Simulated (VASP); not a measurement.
ZrN (relaxed from the WC structure, space group P-6m2): computed properties

Calculation: PBEsol GGA, VASP's PBE PAW potentials (set 64) (plane waves; VASP 6.6.1).

* **space group**: P-6m2 (187)
* **cell**: a = 3.1051 Å, b = 3.1051 Å, c = 2.8925 Å, α = 90.00°, β = 90.00°, γ = 120.00°
* **volume per atom**: 12.08 Å³/atom
* **band gap (over mesh and band path)**: none (metal, semimetal or under 0.01 eV)
* **band gap with spin-orbit coupling**: none (metallic)
* **density**: 7.24 g/cm³

```yaml
crystal:
  lattice:
    - [3.10507, 0.00000, 0.00000]
    - [-1.55254, 2.68907, 0.00000]
    - [0.00000, 0.00000, 2.89247]
  atoms:
    - { symbol: Zr, position: [0.00000, 0.00000, 0.00000] }
    - { symbol: N, position: [0.66667, 0.33333, 0.50000] }
```

The structure was generated: ZrN was put into the WC type (P-6m2), which need not be its known phase. It was relaxed first. Symmetry was kept, so distortions that lower it aren't found. The electron count is odd and the run is not spin-polarised, which forces a metal.
